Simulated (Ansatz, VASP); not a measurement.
**Cross-check of WC (Qusongite) between VASP and Ansatz**

One calculation is typed for both programs; each brings its own data sets. How far apart do they land? The cell is taken from a series of runs on this material, whose earlier steps may have relaxed, scaled, displaced or heated it; both programs get it as it stands.

Program: Ansatz 0.2.0. Level of theory: plane waves, with VASP 6.6.1 beside it; zone-centre phonons at PBEsol. Results are calculated unless marked as measured.

**1. The structure**

The structure is hexagonal, space group P-6m2 (No. 187). Conventional cell: a = 2.899 Å, b = 2.899 Å, c = 2.828 Å, α = 90.00°, β = 90.00°, γ = 120.00°. C has 6 W at 2.19 Å nearest. W has 6 C at 2.19 Å nearest. Farther neighbours are not listed.

**2. Ansatz: zone-centre phonons, PBEsol**

Ansatz runs on its PAW soft_1 files.

Second derivatives magnify differences that forces hide, and they need a tight electronic threshold.

File input.yaml:

```yaml
crystal:
  lattice:
    - [2.8985956534, 0.0, 0.0]
    - [-1.4492978267, 2.5102574712, 0.0]
    - [0.0, 0.0, 2.8280965416]
  atoms:
    - { symbol: C, position: [0.6666666667, 0.3333333333, 0.5] }
    - { symbol: W, position: [0.0, 0.0, 0.0] }
kpoints:
  mp_grid: { grid: [18, 18, 16] }
hamiltonian:
  xc: pbesol
  pseudopotentials: { kind: paw, azcp: { folder: soft_1 }, xc_functional: pbe }
scf:
  occupations: { method: methfessel_paxton, width: 0.2 }
output:
  eigenvalues: true
phonons:
  method: dfpt
```

Run with:

```
> ansatz run input.yaml --threads 4 --pin off --max-ram 10240MiB --backend cpu --events-out ev --progress --plain --runs-dir out
```

Numbers of over 12 decimals in the logs are rounded to 6 here.

Output:

```text
zone centre: on kpoints.mp_grid the ground state, and the responses unless they are solved on pairs of k-points, stand on 819 of the mesh's 5184 k-points, reduced under 4 symmetry operations, with k and −k counted as one. Each operation leaves every solved displacement unchanged or reverses it
Engine: ansatz 0.2.0, x86_64-unknown-linux-gnu
Pseudopotentials: kind: paw
Pseudopotential: C, paw, valence charge 4, recommended cutoff 420 eV (normal), soft_1/C.paw.azcp
Pseudopotential: W, paw, valence charge 14, recommended cutoff 420 eV (normal), soft_1/W.paw.azcp
Functional definition: PBEsol
  exchange = pbesol_x
  correlation = pbesol_c
Crystal: 2 atoms, lattice volume = 20.578 Å³
Basis set: ecut = 420 eV, 405 PW (Γ), exchange–correlation on 40×40×40 points (8 copies of the dense FFT grid, shifted against one another)
Bands: 13, of which v1, the nominal top of the filled ones, is band 9 counted from 1 (8 counted from 0)
Symmetry: 12 space group operations
k-points: 819 of 5184 (irreducible under 4 space group operations, time reversal used)
Non-local potential: C, projectors of the file, l = 0: 2, l = 1: 2, l = 2: 1
Non-local potential: W, projectors of the file, l = 0: 3, l = 1: 2, l = 2: 2, l = 3: 1
PAW form: soft (Blöchl's): semilocal exchange-correlation on the pseudo side does not see the compensation charge
PAW frozen core: C, regenerated for the run's functional, and the local potential with it (the file was generated under x = pbe(κ = 0.804, μ = 0.219515), c = pbe(β = 0.066725))
PAW frozen core: W, regenerated for the run's functional, and the local potential with it (the file was generated under x = pbe(κ = 0.804, μ = 0.219515), c = pbe(β = 0.066725))
PAW one-centre angular grid: C, 110 points (default); XC on 64 Gauss nodes
PAW one-centre angular grid: W, 590 points (default); XC on 64 Gauss nodes
Initial density: superposition of atomic densities (chi_scale 0.1, normalization cell, long waves kept (reshape's long-wave potential 0.00 eV rms))
Initial wavefunctions: pseudopotential atomic-orbital guess
Functional: x = pbesol(κ = 0.804, μ = 0.123457), c = pbesol(β = 0.046)
SCF iter   1: F=—  HF=-10505.938620 eV  |F-HF|=—  |Δ(HF+E_count)|=         —  Δρ=1.30e-1  dr2=4.66e0  ethr=3.10e-3  ⟨swp⟩=5.0  Hψ=53249  notcnv=0
preconditioner: auto → none  [metal: Δε(μ)=0.036 eV  Ē_g=10.866 eV  σ=0.200 eV  W_gap=0.15  n_scr=8 (ndim 8)  ℏωp=25.9 eV  f_vac=0.000  D(μ)=0.18/eV (n_scr^D=0)  sad-step TF]
SCF iter   2: F=—  HF=-10505.367195 eV  |F-HF|=—  |Δ(HF+E_count)|=   5.71e-1  S|Δr|=    0.00e0  Δρ=9.22e-2  dr2=2.42e0  ethr=3.10e-3  ⟨swp⟩=2.0  Hψ=20389  notcnv=0
SCF iter   3: F=—  HF=-10504.748973 eV  |F-HF|=—  |Δ(HF+E_count)|=   6.18e-1  S|Δr|=    0.00e0  Δρ=9.32e-3  dr2=2.05e-2  ethr=3.10e-3  ⟨swp⟩=2.2  Hψ=18218  notcnv=0
SCF iter   4: F=—  HF=-10504.746357 eV  |F-HF|=—  |Δ(HF+E_count)|=   2.62e-3  S|Δr|=    0.00e0  Δρ=9.98e-4  dr2=8.59e-5  ethr=1.14e-4  ⟨swp⟩=1.1  Hψ=17039  notcnv=0
SCF iter   5: F=—  HF=-10504.746435 eV  |F-HF|=—  |Δ(HF+E_count)|=   7.73e-5  S|Δr|=    0.00e0  Δρ=1.69e-4  dr2=2.92e-6  ethr=4.77e-7  ⟨swp⟩=2.1  Hψ=16725  notcnv=0
SCF iter   6: F=—  HF=-10504.746435 eV  |F-HF|=—  |Δ(HF+E_count)|=   6.88e-8  S|Δr|=    0.00e0  Δρ=2.81e-5  dr2=1.13e-7  ethr=1.62e-8  ⟨swp⟩=2.5  Hψ=16252  notcnv=0
SCF iter   7: F=—  HF=-10504.746435 eV  |F-HF|=—  |Δ(HF+E_count)|=   3.59e-7  S|Δr|=    0.00e0  Δρ=4.67e-6  dr2=2.13e-9  ethr=6.29e-10  ⟨swp⟩=2.0  Hψ=14930  notcnv=0
SCF iter   8: F=—  HF=-10504.746435 eV  |F-HF|=—  |Δ(HF+E_count)|=  3.27e-11  S|Δr|=    0.00e0  Δρ=7.10e-7  dr2=4.33e-11  ethr=1.18e-11  ⟨swp⟩=2.8  Hψ=16990  notcnv=0
SCF iter   9: F=-10504.746435 eV  HF=-10504.746435 eV  |F-HF|=7.28e-12  |Δ(HF+E_count)|=  1.46e-11  S|Δr|=    0.00e0  Δρ=7.35e-8  dr2=1.27e-12  ethr=1.00e-12  ⟨swp⟩=5.1  Hψ=40361  notcnv=0
SCF 1 converged in 9 iterations: F = -10504.746435 eV  dr2 = 1.27e-12
  greatest PAW one-centre occupation: 0.999 electrons in one spin orbital (limit 2), on the W atom at site 1 (counted from 0), in its partial waves of l = 0
DFPT response loops at Γ: preconditioner auto → Kerker (q_TF=auto, 2.668 Å⁻¹) (partly filled bands, converged f_vac=0.000); β = 1.00, the filter's whole step (`scf.mixing.beta` (0.50) is not read by the response loops under this deck's `scf.mixing.preconditioner`; to damp them name `kerker` or `kerker_dos`, under which they read `scf.mixing.beta`, and type it under 1.00, their step now; both keys bind the ground state too); Broyden in place of MSR1
SCF converged after 9 iterations
Stability not checked: this state was not tested for a lower state beside it, because cold or Methfessel-Paxton smearing, or corrected tetrahedra, fill the levels in a way that the test cannot read (fill_not_monotonic; see scf.lower_state_search)
Free energy (F): -10504.746435 eV
Harris-Foulkes:  -10504.746435 eV  (|F-HF|=7.28e-12)
Internal energy: -10504.746303 eV  (E = F + TS)
E sigma→0 (E₀):  -10504.746402 eV
Entropy (-TS):   -0.000132 eV (-0.066 meV/atom)
Fermi energy:    20.493507 eV
--- Per-component energies (eV) ---
  E_band       = -59.826042
  E_kinetic    = 509.813828
  E_local      = -597.755650  (includes V_loc(G=0)·N_el)
  E_nonlocal   = -0.109406
  E_hartree    = 245.349759
  E_xc         = -314.014497
  E_vxc        = -290.761963  (∫ρ·V_xc dr)
  E_paw        = -8546.956140  (= ΣΔE_a)
  E_vpaw       = -171.712562  (= ΣTr[D̂ρ^β])
  E_aug_tail   = 0.000165  (compensation charges beyond the density's cutoff)
  E_ewald      = -1801.317321
  E_core_change = 0.242958  (= ΣΔE_core)
  E_smearing   = -0.000132  (= −TS)
  E_closure    = 0.000000  (closes the sum)
  Σ components = -10504.746435   (vs F -10504.746435, Δ=0.00e0)
--- Band table (eV; the first three rows and the last of 819) ---
  k-point 0: bands = [... 5 lower, 16.1148, 17.1185, 17.1185, 20.6109, 23.7593, 23.7593, 26.1834, 26.1834]
  k-point 1: bands = [... 5 lower, 16.0731, 17.1627, 17.1627, 20.5908, 23.4037, 23.4037, 26.4038, 26.4038]
  k-point 2: bands = [... 5 lower, 15.8978, 17.2920, 17.2920, 20.6210, 22.6562, 22.6562, 26.7182, 26.7182]
  k-point 818: bands = [... 5 lower, 14.0634, 14.6980, 18.5070, 19.2217, 25.6088, 25.9936, 26.5985, 30.1662]
--- Phonons (Γ-DFPT): 4 representative perturbations + reference, on 819 of 5184 k-points (Σ response iterations 12) ---
  k mesh reduced under 4 symmetry operations, with k and −k counted as one. Each operation leaves every solved displacement unchanged or reverses it
  ASR residual: 5.742e-5 → 0.000e0 eV/Å²; symmetrization residual: 1.255e-6 eV/Å²
  ASR residual per site (eV/Å²): 9.06e-6 5.74e-5
  Γ frequencies (cm⁻¹): 0.00 0.00 0.00 592.24 616.28 616.28
  non-analytic LO–TO correction: not included (Born effective charges unavailable; polar crystals: no LO–TO splitting at Γ)
```

The column dr2 measures how far the density is from self-consistency, as an energy; F and HF (Harris–Foulkes) agree once it is small.

(Part 1 of 2 ends here.)

[Lines on the potential files, build, host, timing and source positions are cut from VASP's logs without a mark.]

[Logs are printed without paths, hosts, clocks, repeated set-up lines and the standing remarks that a program may print on its own settings, such as how far it seeks lower states.]

[Hosts, paths, dates, database ids (printed as entryN), source tags and the programs' standing remarks are cut or masked in the printed files.]
